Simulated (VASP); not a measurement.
Output of a VASP run:

**OSZICAR**
```
       N       E                     dE             d eps       ncg     rms          rms(c)
DAV:   1     0.439926414405E+02    0.43993E+02   -0.46493E+03  2544   0.117E+03
DAV:   2    -0.144897958447E+02   -0.58482E+02   -0.52064E+02  2522   0.572E+02
DAV:   3    -0.221156838876E+02   -0.76259E+01   -0.65852E+01  2520   0.192E+02
DAV:   4    -0.227218310719E+02   -0.60615E+00   -0.58165E+00  2362   0.670E+01
DAV:   5    -0.227651103183E+02   -0.43279E-01   -0.42253E-01  2400   0.127E+01    0.385E+01
DAV:   6    -0.224143624015E+02    0.35075E+00   -0.30459E-01  2552   0.127E+01    0.207E+01
DAV:   7    -0.222781935574E+02    0.13617E+00   -0.10856E-01  2552   0.713E+00    0.112E+01
DAV:   8    -0.222464066897E+02    0.31787E-01   -0.29567E-02  2552   0.356E+00    0.657E-01
DAV:   9    -0.222441935467E+02    0.22131E-02   -0.52560E-03  2200   0.138E+00    0.550E-02
DAV:  10    -0.222442742201E+02   -0.80673E-04   -0.38595E-04  2296   0.307E-01    0.644E-02
DAV:  11    -0.222442803702E+02   -0.61501E-05   -0.27997E-05  2200   0.112E-01    0.287E-02
DAV:  12    -0.222442824691E+02   -0.20989E-05   -0.63698E-06  2232   0.105E-01    0.117E-02
DAV:  13    -0.222442834670E+02   -0.99784E-06   -0.94574E-07  1504   0.177E-02
   1 F= -.22244283E+02 E0= -.22224708E+02  d E =-.391509E-01  mag=     0.0000    -0.0000     0.0000
```

### OUTCAR
```
------------------------ aborting loop because EDIFF is reached ----------------------------------------
  FORCE on cell =-STRESS in cart. coord.  units (eV):
  Direction    XX          YY          ZZ          XY          YZ          ZX
  --------------------------------------------------------------------------------------
  Total        3.0521592      3.0521592      3.0521592      0.0000000      0.0000000     -0.0000000
  in kB      116.2280182    116.2280182    116.2280182      0.0000000      0.0000000     -0.0000000
  external PRESSURE =     116.2280182 kB  Pullay stress =       0.0000000 kB
  volume of cell :       42.07
      direct lattice vectors                 reciprocal lattice vectors
     0.000000000  2.760529000  2.760529000    -0.181124705  0.181124705  0.181124705
     2.760529000  0.000000000  2.760529000     0.181124705 -0.181124705  0.181124705
     2.760529000  2.760529000  0.000000000     0.181124705  0.181124705 -0.181124705
 POSITION                                       TOTAL-FORCE (eV/Angst)
 -----------------------------------------------------------------------------------
      4.14079      4.14079      4.14079         0.000000      0.000000      0.000000
      2.76053      2.76053      2.76053        -0.000000     -0.000000     -0.000000
 -----------------------------------------------------------------------------------
    total drift:                                0.000000      0.000000      0.000000
  FREE ENERGIE OF THE ION-ELECTRON SYSTEM (eV)
  ---------------------------------------------------
  free  energy   TOTEN  =       -22.2442834670 eV

  energy  without entropy=      -22.2051325608  energy(sigma->0) =      -22.22470801

 total charge

# of ion       s       p       d       tot
------------------------------------------
    1        0.778   0.455   5.100   6.333
    2        0.778   0.455   5.100   6.333
--------------------------------------------------
tot          1.556   0.910  10.199  12.666

 magnetization (x)

# of ion       s       p       d       tot
------------------------------------------
    1       -0.000   0.000   0.000   0.000
    2        0.000  -0.000   0.000   0.000
--------------------------------------------------
tot          0.000  -0.000   0.000   0.000

 magnetization (y)

# of ion       s       p       d       tot
------------------------------------------
    1       -0.000  -0.000   0.000   0.000
    2        0.000  -0.000   0.000   0.000
--------------------------------------------------
tot          0.000  -0.000   0.000   0.000

 magnetization (z)

# of ion       s       p       d       tot
------------------------------------------
    1       -0.000   0.000  -0.000  -0.000
    2       -0.000   0.000   0.000   0.000
--------------------------------------------------
tot         -0.000   0.000   0.000   0.000

 Ion:    1  E_soc:     -0.5867309

 Ion:    2  E_soc:     -0.5867309
```
(Selected blocks of OUTCAR.)

### POSCAR
```
Re
1
    0.0000000000     2.7605290000     2.7605290000
    2.7605290000     0.0000000000     2.7605290000
    2.7605290000     2.7605290000     0.0000000000
Re
2
Direct
  0.7500000000   0.7500000000   0.7500000000
  0.5000000000   0.5000000000   0.5000000000
```

Write an INCAR and KPOINTS that could have produced this output.

This is not unique; one that fits is the input of the run itself, PBE GGA with spin-orbit coupling, plane waves, VASP's PBE PAW potentials (set 64).

### INCAR
```
ALGO=Normal
EDIFF=1E-6
ENCUT=300
GGA=PE
GGA_COMPAT=.FALSE.
ISIF=2
ISMEAR=-1
LASPH=.TRUE.
LCHARG=.FALSE.
LMAXMIX=6
LNONCOLLINEAR=.TRUE.
LORBIT=11
LREAL=.FALSE.
LSORBIT=.TRUE.
LWAVE=.FALSE.
MAGMOM=6*0.0
NELM=100
PREC=Accurate
SIGMA=0.1
SYSTEM=Re
```

File KPOINTS:
```
Automatic
0
G
  8 8 8
0 0 0
```

POTCAR, in this order: Re (PBE.64 set). Program: vasp_ncl.

At this cut-off the stress carries a Pulay error, which pulls relaxed volumes low.

The structure was generated: Re was put into an ordered model structure, which need not be its known phase. The cell was not relaxed at this level. The run is one of a series of settings (GGA_COMPAT = .FALSE., LNONCOLLINEAR = .TRUE., LSORBIT = .TRUE., MAGMOM = 0.0 0.0 0.0 0.0 0.0 0.0, program vasp_ncl against the base run), some of them coarse on purpose.
